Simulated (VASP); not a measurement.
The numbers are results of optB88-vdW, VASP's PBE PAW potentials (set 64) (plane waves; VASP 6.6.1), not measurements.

The input files of a VASP run:

INCAR:
```
! general
SYSTEM    =  PbF2
PREC      =  Accurate
ENCUT     =  520   ! plane-wave cut-off (eV)
LREAL     =  .FALSE.   ! projection in real space or not
LASPH     =  .TRUE.   ! aspherical one-centre terms

! electronic loop
EDIFF     =  1E-6
NELM      =  100   ! most electronic steps
ALGO      =  Normal   ! blocked Davidson
LMAXMIX   =  4   ! l cut-off of mixed one-centre charges

! smearing
ISMEAR    =  0
SIGMA     =  0.05

! functional
GGA       =  BO
LUSE_VDW  =  .TRUE.
AGGAC     =  0.0
PARAM1    =  0.1833333333
PARAM2    =  0.22

! ions
IBRION    =  2
NSW       =  60
ISIF      =  3
EDIFFG    =  -0.02   ! ionic stop

! output
LWAVE     =  .FALSE.
LCHARG    =  .FALSE.
```

**KPOINTS**
```
Automatic mesh
0
Gamma
6 6 6
0 0 0
```

**POSCAR**
```
PbF2
1
    0.0000000000     2.9722291306     2.9722291306
    2.9722291306     0.0000000000     2.9722291306
    2.9722291306     2.9722291306    -0.0000000000
Pb F
1 2
Direct
  0.0000000000   0.0000000000   0.0000000000
  0.2500000000   0.2500000000   0.2500000000
  0.7500000000   0.7500000000   0.7500000000
```

POTCAR, in this order: Pb_d F (PBE.64 set). Program: vasp_std.

### Question
What will the output report for the number of irreducible k-points (NKPTS), largest plane-wave count, number of space-group operations, FFT grid (NGX, NGY, NGZ)?

### Answer

| Item | Result |
|---|---|
| number of irreducible k-points (NKPTS) | 16 |
| largest plane-wave count | 1428 |
| number of space-group operations | 48 |
| FFT grid (NGX, NGY, NGZ) | 32 × 32 × 32 |

The compound is PbF2 in the fluorite structure, the β form. It was relaxed first. The start is the result of an earlier pass.
